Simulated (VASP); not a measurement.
VASP runs on Be (space group P6_3/mmc) share one base input (PBE GGA, plane waves, VASP's PBE PAW potentials (set 64)) and change the settings named in each case.

File KPOINTS:
```
Automatic mesh
0
Gamma
17 17 9
0 0 0
```

### POSCAR
```
Be
1
    2.2647800000     0.0000000000     0.0000000000
   -1.1323900000     1.9613570000     0.0000000000
    0.0000000000     0.0000000000     3.5741000000
Be
2
Direct
  0.3333330000   0.6666670000   0.7500000000
  0.6666670000   0.3333330000   0.2500000000
```

INCAR:
```
SYSTEM  =  Be
PREC  =  Accurate; ENCUT  =  300; LREAL  =  .FALSE.
LASPH  =  .TRUE.
EDIFF  =  1E-6; NELM  =  100; ALGO  =  Normal
ISMEAR  =  -1; SIGMA  =  0.1
GGA  =  PE
ISIF  =  2
LWAVE  =  .FALSE.; LCHARG  =  .FALSE.
```

POTCAR, in this order: Be (PBE.64 set). Program: vasp_std.

| change | E(σ→0) (eV/atom) | pressure (GPa) | −TS (eV) |
|---|---|---|---|
| base run | -3.7627 | -0.23 | -0.0061 |
| SIGMA = 0.03, KPOINTS 16×16×9 Γ-centred mesh | -3.7673 | -0.27 | -0.0005 |
| KPOINTS 16×16×9 Γ-centred mesh | -3.7675 | -0.27 | -0.0032 |
| SIGMA = 0.3, KPOINTS 16×16×9 Γ-centred mesh | -3.7646 | -0.08 | -0.0499 |
| SIGMA = 0.03 | -3.7628 | -0.23 | -0.0004 |
| SIGMA = 0.3 | -3.7621 | -0.04 | -0.0554 |
| SIGMA = 0.03, KPOINTS 18×18×10 Γ-centred mesh | -3.7634 | -0.31 | -0.0007 |
| KPOINTS 18×18×10 Γ-centred mesh | -3.7635 | -0.28 | -0.0060 |
| SIGMA = 0.3, KPOINTS 18×18×10 Γ-centred mesh | -3.7627 | -0.05 | -0.0543 |
| SIGMA = 0.03, KPOINTS 18×18×10 Γ-centred mesh | -3.7634 | -0.31 | -0.0007 |
| KPOINTS 18×18×10 Γ-centred mesh | -3.7635 | -0.28 | -0.0060 |
| SIGMA = 0.3, KPOINTS 18×18×10 Γ-centred mesh | -3.7627 | -0.05 | -0.0543 |
| KPOINTS 2×2×1 Γ-centred mesh | -3.7022 | 2.52 | 0.0000 |
 Energies of different potentials or functionals have different zeros.  At 300 eV the pressure can carry a Pulay error.

Left out are runs that ran out of time, are held back, or changed the cell or the kind of run, fixed moments of cells without a moment, rows past the twelfth, gaps on odd meshes, pressures of charged cells and columns that move by less than the noise.

The structure comes from a computed database's Be entry; how it stands against other phases isn't given here. The cell was not relaxed at this level.
